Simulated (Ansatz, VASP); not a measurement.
# NbRu in two plane-wave programs, part 2 of 2

Aim: how closely do two programs agree when they are given the same cell, functional and k mesh?  The structure shown is the end of the VASP relaxation below.

VASP 6.6.1 and Ansatz 0.2.0.

So far: The structure; VASP: relaxation, r2SCAN.

## (3) Ansatz: single point, r2SCAN

Level of this step: Ansatz beside VASP: Kohn-Sham DFT, plane waves, r2SCAN (Ansatz).

Ansatz runs on its default PAW (the set named soft_2) files.

The same cell, functional, mesh and smearing now go to Ansatz, which takes its cutoff from its data sets.

input.yaml reads:

```yaml
crystal:
  lattice:
    - [3.0, 0.0, 0.0]
    - [0.0, 3.0, 0.0]
    - [0.0, 0.0, 26.83]
  atoms:
    - { symbol: Ru, position: [0.5, 0.5, 0.27953783] }
    - { symbol: Ru, position: [0.5, 0.5, 0.40551621] }
    - { symbol: Ru, position: [0.5, 0.5, 0.53817587] }
    - { symbol: Ru, position: [0.5, 0.5, 0.65912922] }
    - { symbol: Nb, position: [0.0, 0.0, 0.34252702] }
    - { symbol: Nb, position: [0.0, 0.0, 0.4685054] }
    - { symbol: Nb, position: [0.0, 0.0, 0.59793008] }
    - { symbol: Nb, position: [0.0, 0.0, 0.72508307] }
hamiltonian:
  xc: r2scan
  pseudopotentials: { kind: paw }
kpoints:
  mp_grid: { grid: [9, 9, 1] }
scf:
  occupations: { method: methfessel_paxton, width: 0.1 }
  n_extra_bands: 6
efield:
  axis: 3
  dipole_correction: true
  ramp_width: 0.04
output:
  forces: true
  eigenvalues: true
```

Launch:

```console
> ansatz run input.yaml --threads 4 --pin off --max-ram 9216MiB --backend cpu --events-out ev --progress --plain --runs-dir out
```

Numbers of over 12 decimals in the logs are rounded to 6 here.

What it wrote:

```text
scf.n_extra_bands = 6 over 58 filled bands (N_el = 116.0): the run solves 64 bands
Engine: ansatz 0.2.0, x86_64-unknown-linux-gnu
Pseudopotentials: kind: paw
Pseudopotential: Ru, paw, valence charge 16, recommended cutoff 500 eV (meta_gga), Ru.paw.azcp
Pseudopotential: Nb, paw, valence charge 13, recommended cutoff 500 eV (meta_gga), Nb.paw.azcp
Functional definition: r2SCAN
  parameter k0 = 0.174
  parameter k1 = 0.065
  parameter a1 = 4.9479
  exchange = r2scan_x(k0 = k0, k1 = k1, a1 = a1)
  correlation = r2scan_c
Crystal: 8 atoms, lattice volume = 241.470 Å³
Basis set: ecut = 500 eV, 6185 PW (Γ), exchange–correlation on 96×96×800 points (64 copies of the dense FFT grid, shifted against one another)
Bands: 64, of which v1, the nominal top of the filled ones, is band 58 counted from 1 (57 counted from 0)
Symmetry: 8 space group operations
Space group: P4mm (ITA 99), of the structure as read, at distance tolerance 6.2e-5 Å
k-points: 15 of 81
Non-local potential: Ru, projectors of the file, l = 0: 3, l = 1: 2, l = 2: 2, l = 3: 1
Non-local potential: Nb, projectors of the file, l = 0: 3, l = 1: 2, l = 2: 2, l = 3: 1
PAW form: soft (Blöchl's): semilocal exchange-correlation on the pseudo side does not see the compensation charge
PAW frozen core: Ru, regenerated for the run's functional (the file was generated under x = pbe(κ = 0.804, μ = 0.219515), c = pbe(β = 0.066725))
PAW frozen core: Nb, regenerated for the run's functional (the file was generated under x = pbe(κ = 0.804, μ = 0.219515), c = pbe(β = 0.066725))
PAW one-centre angular grid: Ru, 590 points (default); XC on 160 Gauss nodes
PAW one-centre angular grid: Nb, 590 points (default); XC on 160 Gauss nodes
Initial density: superposition of atomic densities (neutral atoms: chi_scale 0, normalization atom), corrected by the library's trained network
Initial wavefunctions: pseudopotential atomic-orbital guess
Functional: x = r2scan, c = r2scan; τ floored in thin density (d = 2e-4 eV/Å³)
SCF iter   1: F=—  HF=-41816.262013 eV  |F-HF|=—  |Δ(HF+E_count)|=         —  Δρ=2.83e-2  dr2=6.20e1  dr2_τ=2.87e-1  ethr=1.77e-3  p=-0.059 e·Å  D=-4.45e-2 V/Å  ΔV_dip=1.19 eV  dr2_dipole=5.48e1  V_vac-E_F(+/−)=4.96/3.77 eV  ⟨swp⟩=7.9  Hψ=4650  notcnv=0
efield: sawtooth ramp at fractional position 0.9823 (placed from the atoms, in the widest stretch of the axis that holds none; the zero of the levels goes with the place), width 0.0400; the density the first Hamiltonian is built on has a dipole p = -0.059 e·Å; the dipole correction subtracts the counter field D = -4.45e-2 V/Å, which shifts the + side's vacuum level by +1.19 eV against the − side's; the planar-averaged density in the ramp window peaks in size at 9.6e-5 e/Å³
preconditioner: auto → LDOS  [metal: Δε(μ)=0.023 eV  Ē_g=3.773 eV  σ=0.100 eV  W_gap=0.19  n_scr=64 (ndim 8)  ℏωp=17.2 eV  f_vac=0.428  D(μ)=5.83/eV (n_scr^D=16)  β→1.0]
SCF iter   2: F=—  HF=-41816.303654 eV  |F-HF|=—  |Δ(HF+E_count)|=   4.16e-2  S|Δr|=    0.00e0  Δρ=4.24e-2  dr2=5.12e1  dr2_τ=9.63e-1  ethr=1.77e-3  p=0.004 e·Å  D=3.29e-3 V/Å  ΔV_dip=-0.09 eV  dr2_dipole=4.43e1  V_vac-E_F(+/−)=4.10/4.18 eV  ⟨swp⟩=2.8  Hψ=1869  notcnv=0  defer=4
SCF iter   3: F=—  HF=-41815.766888 eV  |F-HF|=—  |Δ(HF+E_count)|=   5.37e-1  S|Δr|=    0.00e0  Δρ=1.73e-2  dr2=1.06e1  dr2_τ=1.39e-2  ethr=1.77e-3  p=-0.005 e·Å  D=-3.86e-3 V/Å  ΔV_dip=0.10 eV  dr2_dipole=8.47e0  V_vac-E_F(+/−)=4.32/4.21 eV  ⟨swp⟩=2.3  Hψ=1551  notcnv=0  defer=6
SCF iter   4: F=—  HF=-41815.681072 eV  |F-HF|=—  |Δ(HF+E_count)|=   8.58e-2  S|Δr|=    0.00e0  Δρ=5.60e-3  dr2=2.04e0  dr2_τ=1.82e-2  ethr=1.77e-3  p=-0.027 e·Å  D=-2.03e-2 V/Å  ΔV_dip=0.55 eV  dr2_dipole=1.45e0  V_vac-E_F(+/−)=4.75/4.21 eV  ⟨swp⟩=2.1  Hψ=1294  notcnv=0  defer=8
SCF iter   5: F=—  HF=-41815.673821 eV  |F-HF|=—  |Δ(HF+E_count)|=   7.25e-3  S|Δr|=    0.00e0  Δρ=1.96e-3  dr2=4.56e-2  dr2_τ=1.23e-3  ethr=1.76e-3  p=-0.020 e·Å  D=-1.50e-2 V/Å  ΔV_dip=0.40 eV  dr2_dipole=4.71e-3  V_vac-E_F(+/−)=4.68/4.27 eV  ⟨swp⟩=1.1  Hψ=1054  notcnv=0  defer=7
SCF iter   6: F=—  HF=-41815.667872 eV  |F-HF|=—  |Δ(HF+E_count)|=   5.95e-3  S|Δr|=    0.00e0  Δρ=7.81e-4  dr2=4.03e-3  dr2_τ=3.40e-4  ethr=3.93e-5  p=-0.020 e·Å  D=-1.52e-2 V/Å  ΔV_dip=0.41 eV  dr2_dipole=2.74e-3  V_vac-E_F(+/−)=4.70/4.29 eV  ⟨swp⟩=2.3  Hψ=1377  notcnv=0  defer=8
SCF iter   7: F=—  HF=-41815.669390 eV  |F-HF|=—  |Δ(HF+E_count)|=   1.52e-3  S|Δr|=    0.00e0  Δρ=3.72e-4  dr2=2.25e-3  dr2_τ=2.01e-5  ethr=3.48e-6  p=-0.021 e·Å  D=-1.56e-2 V/Å  ΔV_dip=0.42 eV  dr2_dipole=4.54e-4  V_vac-E_F(+/−)=4.71/4.29 eV  ⟨swp⟩=2.1  Hψ=1279  notcnv=0  defer=8
SCF iter   8: F=—  HF=-41815.669941 eV  |F-HF|=—  |Δ(HF+E_count)|=   5.52e-4  S|Δr|=    0.00e0  Δρ=2.28e-4  dr2=5.43e-4  dr2_τ=1.26e-5  ethr=1.94e-6  p=-0.021 e·Å  D=-1.56e-2 V/Å  ΔV_dip=0.42 eV  dr2_dipole=2.72e-5  V_vac-E_F(+/−)=4.73/4.31 eV  ⟨swp⟩=2.3  Hψ=1237  notcnv=0  defer=8
SCF iter   9: F=—  HF=-41815.670090 eV  |F-HF|=—  |Δ(HF+E_count)|=   1.49e-4  S|Δr|=    0.00e0  Δρ=9.17e-5  dr2=6.54e-5  dr2_τ=1.42e-6  ethr=4.68e-7  p=-0.021 e·Å  D=-1.57e-2 V/Å  ΔV_dip=0.42 eV  dr2_dipole=2.54e-5  V_vac-E_F(+/−)=4.73/4.31 eV  ⟨swp⟩=2.1  Hψ=1329  notcnv=0  defer=8
SCF iter  10: F=—  HF=-41815.670015 eV  |F-HF|=—  |Δ(HF+E_count)|=   7.52e-5  S|Δr|=    0.00e0  Δρ=4.59e-5  dr2=3.78e-5  dr2_τ=6.33e-7  ethr=5.64e-8  p=-0.021 e·Å  D=-1.58e-2 V/Å  ΔV_dip=0.42 eV  dr2_dipole=1.14e-6  V_vac-E_F(+/−)=4.73/4.31 eV  ⟨swp⟩=2.7  Hψ=1406  notcnv=0  defer=8
SCF iter  11: F=—  HF=-41815.670019 eV  |F-HF|=—  |Δ(HF+E_count)|=   4.43e-6  S|Δr|=    0.00e0  Δρ=2.28e-5  dr2=8.14e-6  dr2_τ=1.97e-7  ethr=3.26e-8  p=-0.021 e·Å  D=-1.58e-2 V/Å  ΔV_dip=0.42 eV  dr2_dipole=2.30e-6  V_vac-E_F(+/−)=4.73/4.31 eV  ⟨swp⟩=2.0  Hψ=1111  notcnv=0  defer=8
SCF iter  12: F=—  HF=-41815.670021 eV  |F-HF|=—  |Δ(HF+E_count)|=   1.29e-6  S|Δr|=    0.00e0  Δρ=1.20e-5  dr2=4.89e-6  dr2_τ=4.65e-8  ethr=7.02e-9  p=-0.021 e·Å  D=-1.58e-2 V/Å  ΔV_dip=0.42 eV  dr2_dipole=2.41e-6  V_vac-E_F(+/−)=4.73/4.31 eV  ⟨swp⟩=2.1  Hψ=1259  notcnv=0  defer=8
SCF iter  13: F=—  HF=-41815.670021 eV  |F-HF|=—  |Δ(HF+E_count)|=   5.09e-7  S|Δr|=    0.00e0  Δρ=9.62e-6  dr2=6.66e-7  dr2_τ=7.33e-8  ethr=4.22e-9  p=-0.021 e·Å  D=-1.58e-2 V/Å  ΔV_dip=0.42 eV  dr2_dipole=2.16e-9  V_vac-E_F(+/−)=4.73/4.31 eV  ⟨swp⟩=2.1  Hψ=1145  notcnv=0  defer=8
SCF iter  14: F=-41815.670021 eV  HF=-41815.670021 eV  |F-HF|=4.35e-8  |Δ(HF+E_count)|=   1.14e-9  S|Δr|=    0.00e0  Δρ=2.61e-6  dr2=2.41e-8  dr2_τ=1.97e-9  ethr=8.62e-11  p=-0.021 e·Å  D=-1.58e-2 V/Å  ΔV_dip=0.42 eV  dr2_dipole=1.93e-9  V_vac-E_F(+/−)=4.73/4.31 eV  ⟨swp⟩=7.5  Hψ=4700  notcnv=0
SCF 1 converged in 14 iterations: F = -41815.670021 eV  dr2 = 2.41e-8
  greatest PAW one-centre occupation: 1.001 electrons in one spin orbital (limit 2), on the Nb atom at site 6 (counted from 0), in its partial waves of l = 0
SCF converged after 14 iterations
Stability not checked: this state was not tested for a lower state beside it, because cold or Methfessel-Paxton smearing, or corrected tetrahedra, fill the levels in a way that the test cannot read (fill_not_monotonic; see scf.lower_state_search)
Free energy (F): -41815.670021 eV
Harris-Foulkes:  -41815.670021 eV  (|F-HF|=4.35e-8)
Internal energy: -41815.671104 eV  (E = F + TS)
E sigma→0 (E₀):  -41815.670292 eV
Entropy (-TS):   0.001083 eV (0.135 meV/atom)
Fermi energy:    8.706159 eV
Dipole field:    D = -0.015701 V/Å  (p = -0.020952 e·Å, saw-weighted, corrected)
Work function:   Φ+ = 4.7314 eV   Φ− = 4.3102 eV
Levels:          The Fermi level and band energies are counted from a zero that moves with the ramp; work functions are not
--- Per-component energies (eV) ---
  E_band       = -2031.502287
  E_kinetic    = 3634.848321
  E_local      = -154901.957475  (includes V_loc(G=0)·N_el)
  E_nonlocal   = 1850.081753
  E_hartree    = 75306.293232
  E_xc         = -1413.896810
  E_vxc        = -2012.329576  (∫ρ·V_xc dr)
  E_paw        = -26278.062901  (= ΣΔE_a)
  E_vpaw       = -1349.565740  (= ΣTr[D̂ρ^β])
  E_aug_tail   = 0.000376  (compensation charges beyond the density's cutoff)
  E_vtau       = 135.015919  (kinetic-family band-sum trace: ∫τ·v_τ [+ j·A + Jᵃ·Aᵃ] dr)
  E_efield     = 0.000164  (sawtooth field / dipole correction)
  E_vefield    = -0.171408  (∫n·V_field dr)
  E_ewald      = 59989.035781
  E_core_change = -2.013545  (= ΣΔE_core)
  E_smearing   = 0.001083  (= −TS)
  E_closure    = 0.000000  (closes the sum)
  Σ components = -41815.670021   (vs F -41815.670021, Δ=0.00e0)
--- Forces (eV/Å), atoms counted from 1 ---
  atom   1  Ru     0.00000000    -0.00000000     2.21854089
  atom   2  Ru    -0.00000000     0.00000000    -0.24317743
  atom   3  Ru     0.00000000    -0.00000000     0.04880991
  atom   4  Ru    -0.00000000    -0.00000000    -0.02717102
  atom   5  Nb    -0.00000000     0.00000000    -2.45781991
  atom   6  Nb     0.00000000     0.00000000     0.48212408
  atom   7  Nb    -0.00000000     0.00000000    -0.01080200
  atom   8  Nb    -0.00000000     0.00000000    -0.01051222
  max |Σ_I F_I| component: 7.70e-6 eV/Å
--- Band table (eV; the first three rows and the last of 15) ---
  k-point 0: bands = [... 54 lower, 7.8238, 7.8238, 7.9555, 8.3273, 8.3474, 8.6915, 8.8510, 8.9154, ... 2 higher]
  k-point 1: bands = [... 54 lower, 7.5520, 7.7355, 7.9724, 8.4379, 8.5827, 8.6542, 8.6802, 8.9776, ... 2 higher]
  k-point 2: bands = [... 54 lower, 7.7441, 7.8985, 8.0966, 8.2345, 8.3311, 8.6630, 8.8688, 8.9309, ... 2 higher]
  k-point 14: bands = [... 54 lower, 9.0121, 9.3980, 9.4255, 9.5651, 9.7481, 9.7983, 10.0766, 10.1905, ... 2 higher]
```

Elapsed: 9.2 s, on 4 threads of Intel Xeon Platinum 8559C (Emerald Rapids), shared host; peak memory 1.2 GiB.

The column dr2 measures how far the density is from self-consistency, as an energy; F and HF (Harris–Foulkes) agree once it is small.

## (4) Comparison

Known differences besides the PAW data sets themselves: VASP keeps PBE cores, Ansatz makes them for the functional; the data sets hold 116 valence electrons in Ansatz (default PAW (the set named soft_2) files) and 108 in VASP; the cutoff is 500 eV in Ansatz and 300 eV in VASP (PREC = Normal). Total energies have different zeros and are not compared.

Forces (eV/Å; atoms numbered as in POSCAR):

```csv
atom,"Ansatz x, y, z","VASP x, y, z"
Ru1,"0.000, 0.000, 2.219","0.000, 0.000, 2.155"
Ru2,"0.000, 0.000, -0.243","0.000, 0.000, -0.234"
Ru3,"0.000, 0.000, 0.049","0.000, 0.000, 0.007"
Ru4,"0.000, 0.000, -0.027","0.000, 0.000, -0.001"
Nb5,"0.000, 0.000, -2.458","0.000, 0.000, -2.452"
Nb6,"0.000, 0.000, 0.482","0.000, 0.000, 0.501"
Nb7,"0.000, 0.000, -0.011","0.000, 0.000, -0.003"
Nb8,"0.000, 0.000, -0.011","0.000, 0.000, 0.026"
```

The forces differ by 19 meV/Å r.m.s., which is 2.8 % of the r.m.s. force of 0.68 eV/Å (both taken over all components, held atoms included).

## (5) Ansatz: band structure, r2SCAN

Levels along a path test the potential and the projectors away from the mesh points.

input.yaml reads:

```yaml
crystal:
  lattice:
    - [3.0, 0.0, 0.0]
    - [0.0, 3.0, 0.0]
    - [0.0, 0.0, 26.83]
  atoms:
    - { symbol: Ru, position: [0.5, 0.5, 0.27953783] }
    - { symbol: Ru, position: [0.5, 0.5, 0.40551621] }
    - { symbol: Ru, position: [0.5, 0.5, 0.5381758717] }
    - { symbol: Ru, position: [0.5, 0.5, 0.6591292228] }
    - { symbol: Nb, position: [0.0, 0.0, 0.34252702] }
    - { symbol: Nb, position: [0.0, 0.0, 0.4685054] }
    - { symbol: Nb, position: [0.0, 0.0, 0.5979300815] }
    - { symbol: Nb, position: [0.0, 0.0, 0.7250830677] }
hamiltonian:
  xc: r2scan
  pseudopotentials: { kind: paw }
kpoints:
  mp_grid: { grid: [9, 9, 1] }
  band_path:
    path:
      - [0.5, 0.5, 0.0]
      - [0.46154, 0.46154, 0.0]
      - [0.42308, 0.42308, 0.0]
      - [0.34615, 0.34615, 0.0]
      - [0.30769, 0.30769, 0.0]
      - [0.23077, 0.23077, 0.0]
      - [0.19231, 0.19231, 0.0]
      - [0.15385, 0.15385, 0.0]
      - [0.07692, 0.07692, 0.0]
      - [0.03846, 0.03846, 0.0]
      - [0.0, 0.0, 0.0]
      - [0.0, 0.03846, 0.0]
      - [0.0, 0.07692, 0.0]
      - [0.0, 0.15385, 0.0]
      - [0.0, 0.19231, 0.0]
      - [0.0, 0.26923, 0.0]
      - [0.0, 0.30769, 0.0]
      - [0.0, 0.38462, 0.0]
      - [0.0, 0.42308, 0.0]
      - [0.0, 0.46154, 0.0]
      - [0.0, 0.5, 0.0]
      - [0.03846, 0.5, 0.0]
      - [0.11538, 0.5, 0.0]
      - [0.15385, 0.5, 0.0]
      - [0.19231, 0.5, 0.0]
      - [0.26923, 0.5, 0.0]
      - [0.30769, 0.5, 0.0]
      - [0.38462, 0.5, 0.0]
      - [0.42308, 0.5, 0.0]
      - [0.5, 0.5, 0.0]
    npoints: 1
scf:
  occupations: { method: methfessel_paxton, width: 0.1 }
  n_extra_bands: 10
efield:
  axis: 3
  dipole_correction: true
  ramp_width: 0.04
output:
  forces: true
  eigenvalues: true
```

What it wrote:

```text
[...]
Crystal: 8 atoms, lattice volume = 241.470 Å³
Basis set: ecut = 500 eV, 6185 PW (Γ), exchange–correlation on 96×96×800 points (64 copies of the dense FFT grid, shifted against one another)
Bands: 68, of which v1, the nominal top of the filled ones, is band 58 counted from 1 (57 counted from 0)
Symmetry: 8 space group operations
[...]
k-point 0: bands = [... 54 lower, 7.8238, 7.8238, 7.9555, 8.3273, 8.3474, 8.6915, 8.8510, 8.9154, ... 6 higher]
  k-point 1: bands = [... 54 lower, 7.5520, 7.7355, 7.9724, 8.4379, 8.5827, 8.6542, 8.6802, 8.9776, ... 6 higher]
  k-point 2: bands = [... 54 lower, 7.7441, 7.8985, 8.0966, 8.2344, 8.3311, 8.6630, 8.8688, 8.9309, ... 6 higher]
  k-point 14: bands = [... 54 lower, 9.0121, 9.3980, 9.4254, 9.5651, 9.7481, 9.7983, 10.0766, 10.1905, ... 6 higher]
[key lines of the parts left out:]
SCF converged after 14 iterations
Free energy (F): -41815.670021 eV
Fermi energy:    8.706154 eV
Dipole field:    D = -0.015674 V/Å  (p = -0.020916 e·Å, saw-weighted, corrected)
Work function:   Φ+ = 4.7310 eV   Φ− = 4.3105 eV
```

The job ended after 16 s (4 threads; peak memory 1.3 GiB).

## (6) VASP: band structure, r2SCAN

The same cell, functional, mesh and smearing now go to VASP, with its own data sets and cutoff.

INCAR reads:

```
SYSTEM = NbRu
PREC = Normal
ENCUT = 300
EDIFF = 1E-06
NELM = 120
ISMEAR = 1
SIGMA = 0.1
LREAL = .FALSE.
ALGO = Normal
METAGGA = R2SCAN
LASPH = .TRUE.
NBANDS = 78
LORBIT = 11
LWAVE = .FALSE.
LCHARG = .TRUE.
IDIPOL = 3
LDIPOL = .TRUE.
DIPOL = 0.5 0.5 0.502
LVHAR = .TRUE.
LVACPOTAV = .TRUE.
LELF = .TRUE.
NEDOS = 1500
```

POSCAR reads:

```
NbRu
1.0
    3.0000000000      0.0000000000      0.0000000000
    0.0000000000      3.0000000000      0.0000000000
    0.0000000000      0.0000000000     26.8300000000
Ru Nb
4 4
Direct
    0.5000000000      0.5000000000      0.2795378300
    0.5000000000      0.5000000000      0.4055162100
    0.5000000000      0.5000000000      0.5381758717
    0.5000000000      0.5000000000      0.6591292228
    0.0000000000      0.0000000000      0.3425270200
    0.0000000000      0.0000000000      0.4685054000
    0.0000000000      0.0000000000      0.5979300815
    0.0000000000      0.0000000000      0.7250830677
```

KPOINTS reads:

```
Automatic mesh
0
Gamma
9 9 1
0 0 0
```

KPOINTS_OPT reads:

```
Line mode
14
Line-mode
Reciprocal
  0.50000000   0.50000000   0.00000000 M
  0.00000000   0.00000000   0.00000000 GAMMA

  0.00000000   0.00000000   0.00000000 GAMMA
  0.00000000   0.50000000   0.00000000 X

  0.00000000   0.50000000   0.00000000 X
  0.50000000   0.50000000   0.00000000 M
```

The projector-augmented-wave data sets are Ru_pv and Nb_sv (PBE family, release 64).

Launch:

```console
> mpirun -np 2 vasp_std
```

What it wrote:

```text
[banner, memory and clock lines left out]
running    2 mpi-ranks, on    1 nodes
[...]
[... a notice as in an earlier step ...]

 LDA part: xc-table for (None), standard interpolation
 POSCAR, INCAR and KPOINTS ok, starting setup
[...]
entering main loop
       N       E                     dE             d eps       ncg     rms          rms(c)
DAV:   1     0.782969019116E+03    0.78297E+03   -0.52009E+04  2804   0.948E+02
DAV:   2    -0.183634520602E+03   -0.96660E+03   -0.92989E+03  2780   0.409E+02
DAV:   3    -0.242337721417E+03   -0.58703E+02   -0.56715E+02  3584   0.802E+01
DAV:   4    -0.248952049945E+03   -0.66143E+01   -0.65076E+01  4258   0.215E+01
[...]
DAV:  44    -0.199550015070E+03   -0.13139E-04   -0.19904E-06  1830   0.541E-03    0.262E-01
DAV:  45    -0.199550024223E+03   -0.91536E-05   -0.14373E-06  1806   0.527E-03    0.263E-01
DAV:  46    -0.199550025139E+03   -0.91555E-06   -0.15589E-06  1820   0.528E-03
|                                                                             |
[...]
|     workfunction values.                                                    |
|                                                                             |

   1 F= -.19955003E+03 E0= -.19955038E+03  d E =0.107517E-02
 Start KPOINTS_OPT (optional k-point list driver)
k-point batch [1-15\42]
       N       E                     dE             ncg
DAV:   1    -0.143129155129E+05   -0.41177E+05     2860
DAV:   2    -0.287215399860E+05   -0.14409E+05     2776
DAV:   3    -0.295888180679E+05   -0.86728E+03     3544
DAV:   4    -0.296629575632E+05   -0.74139E+02     3938
[...]
DAV:   9    -0.296675334358E+05   -0.19838E-04     2586
DAV:  10    -0.296675334372E+05   -0.13795E-05     2008
DAV:  11    -0.296675334373E+05   -0.18271E-06     1616
[...]
k-point batch [31-42\42]
       N       E                     dE             ncg
DAV:   1    -0.388780845522E+04   -0.51947E+05     2296
DAV:   2    -0.146874021300E+05   -0.10800E+05     2198
DAV:   3    -0.153559782461E+05   -0.66858E+03     2880
DAV:   4    -0.154157695423E+05   -0.59791E+02     3360
[...]
DAV:   9    -0.154198896891E+05   -0.25968E-04     2048
DAV:  10    -0.154198896916E+05   -0.25038E-05     1618
DAV:  11    -0.154198896919E+05   -0.28303E-06     1456
```

From OUTCAR (step 6):

```text
  Total       -0.4109315     -0.4109315     -2.9758375      0.0000000      0.0000000      0.0000000
  in kB       -2.7265709     -2.7265709    -19.7449761      0.0000000      0.0000000      0.0000000
  external PRESSURE =      -8.3993726 kB  Pullay stress =       0.0000000 kB

 POSITION                                       TOTAL-FORCE (eV/Angst)
 -----------------------------------------------------------------------------------
      1.50000      1.50000      7.50000        -0.000000     -0.000000      2.155759
      1.50000      1.50000     10.88000        -0.000000     -0.000000     -0.234980
      1.50000      1.50000     14.43926         0.000000      0.000000      0.006986
      1.50000      1.50000     17.68444         0.000000      0.000000     -0.001657
      0.00000      0.00000      9.19000         0.000000     -0.000000     -2.451929
      0.00000      0.00000     12.57000         0.000000     -0.000000      0.501302
      0.00000      0.00000     16.04246         0.000000     -0.000000     -0.002179
      0.00000      0.00000     19.45398         0.000000     -0.000000      0.026697
 -----------------------------------------------------------------------------------
    total drift:                                0.000000      0.000000     -0.001035

  FREE ENERGIE OF THE ION-ELECTRON SYSTEM (eV)
  ---------------------------------------------------
  free  energy   TOTEN  =      -199.5500251390 eV

  energy  without entropy=     -199.5511003083  energy(sigma->0) =     -199.55038353

[... 1 part as in an earlier step ...]

[... 2 further parts left out ...]
[key lines of the parts left out:]
E-fermi :   4.3437
```

## (7) Comparison

Both answers:

```csv
quantity,Ansatz,VASP,difference
"work function, lower of the two faces (eV)",4.31,4.29,+0.02
"work function, higher of the two faces (eV)",4.73,4.73,0.00
```

Forces (eV/Å; atoms numbered as in POSCAR):

```csv
atom,"Ansatz x, y, z","VASP x, y, z"
Ru1,"0.000, 0.000, 2.219","0.000, 0.000, 2.156"
Ru2,"0.000, 0.000, -0.243","0.000, 0.000, -0.235"
Ru3,"0.000, 0.000, 0.049","0.000, 0.000, 0.007"
Ru4,"0.000, 0.000, -0.027","0.000, 0.000, -0.002"
Nb5,"0.000, 0.000, -2.458","0.000, 0.000, -2.452"
Nb6,"0.000, 0.000, 0.482","0.000, 0.000, 0.501"
Nb7,"0.000, 0.000, -0.011","0.000, 0.000, -0.002"
Nb8,"0.000, 0.000, -0.010","0.000, 0.000, 0.027"
```

The forces differ by 19 meV/Å r.m.s., which is 2.7 % of the r.m.s. force of 0.68 eV/Å (both taken over all components). Levels from 3 eV below to 2 eV above the Fermi level differ by 21 meV r.m.s. and 375 meV at most; each VASP level is matched to the nearest of Ansatz, which flatters the figure a little.

## (8) What came out

```json
{"r.m.s. force difference (single point, r2SCAN)": "2.8 % of the r.m.s. force", "r.m.s. difference of levels near the Fermi level (band structure, r2SCAN)": "21 meV", "r.m.s. force difference (band structure, r2SCAN)": "2.7 % of the r.m.s. force"}
```

What this shows: The r.m.s. force difference is 2.8 % of the r.m.s. force (single point, r2SCAN), within the 3 % picked in this series as the mark of a large difference. Differences of this kind measure data sets and numerical settings, not the functional's error against experiment.

[Lines on the potential files, build, host, timing and source positions are cut from VASP's logs without a mark.]

[Logs are printed without paths, hosts, clocks, repeated set-up lines and the standing remarks that a program may print on its own settings, such as how far it seeks lower states.]

[Hosts, paths, dates, database ids (printed as entryN), source tags and the programs' standing remarks are cut or masked in the printed files.]
